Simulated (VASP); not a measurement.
An input for Ansatz (written as the equivalent of a VASP run, and not itself run):

Ansatz 0.2 input:
```yaml
crystal:
  lattice:
    - [4.8143990, 0.0000000, 0.0000000]
    - [0.0000000, 4.8143990, 0.0000000]
    - [0.0000000, 0.0000000, 4.8143990]
  atoms:
    - { symbol: Si, position: [0.5000000, 0.5000000, 0.5000000] }
    - { symbol: Si, position: [0.0000000, 0.0000000, 0.0000000] }
    - { symbol: Mo, position: [0.0000000, 0.5000000, 0.2500000] }
    - { symbol: Mo, position: [0.0000000, 0.5000000, 0.7500000] }
    - { symbol: Mo, position: [0.2500000, 0.0000000, 0.5000000] }
    - { symbol: Mo, position: [0.7500000, 0.0000000, 0.5000000] }
    - { symbol: Mo, position: [0.5000000, 0.2500000, 0.0000000] }
    - { symbol: Mo, position: [0.5000000, 0.7500000, 0.0000000] }
kpoints:
  mp_grid: { grid: [5, 5, 5] }
hamiltonian:
  xc: lda
  pseudopotentials: { kind: paw }
scf:
  occupations: { method: fermi_dirac, width: 0.1 }
  max_iter: 100
output: { forces: true, stress: true, eigenvalues: true }
```

**Question.** Translate this input to VASP (INCAR, KPOINTS, POSCAR, choice of POTCAR).

**Answer.** This is not unique; one that fits is 
POSCAR:
```
SiMo3
1
    4.8143990000     0.0000000000     0.0000000000
    0.0000000000     4.8143990000     0.0000000000
    0.0000000000     0.0000000000     4.8143990000
Si Mo
2 6
Direct
  0.5000000000   0.5000000000   0.5000000000
  0.0000000000   0.0000000000   0.0000000000
  0.0000000000   0.5000000000   0.2500000000
  0.0000000000   0.5000000000   0.7500000000
  0.2500000000   0.0000000000   0.5000000000
  0.7500000000   0.0000000000   0.5000000000
  0.5000000000   0.2500000000   0.0000000000
  0.5000000000   0.7500000000   0.0000000000
```

**KPOINTS**
```
kpoints
0
G
5 5 5
0 0 0
```

**INCAR**
```
ENCUT  =  300
SIGMA  =  0.1   # width (eV)
ISIF  =  2   # forces and stress, cell fixed
LMAXMIX  =  4
LASPH  =  T   # aspherical one-centre terms
NELM  =  100   # most electronic steps
ISMEAR  =  -1
EDIFF  =  1E-6
LWAVE  =  F
SYSTEM  =  SiMo3
ALGO  =  Normal
LCHARG  =  F
PREC  =  Accurate
LREAL  =  F
```

POTCAR, in this order: Si Mo_sv (LDA.64 set). Program: vasp_std.

The two are equivalent in intent, not identical: each code has its own PAW files, so the cut-off isn't converted (ENCUT is set for VASP's; basis.ecutwfc is left out, and Ansatz then takes the one that its files recommend); Ansatz stops its SCF on the density residual and VASP on the energy change (EDIFF); Ansatz's lda is the Perdew-Wang form, while the LDA potentials of VASP carry Perdew-Zunger's.

The structure comes from a computed database's SiMo3 entry; how it stands against other phases isn't given here. The cell was not relaxed at this level. The run is one of a series of settings (GGA removed, POTCAR Si Mo_sv (LDA.64 set) against the base run), some of them coarse on purpose.
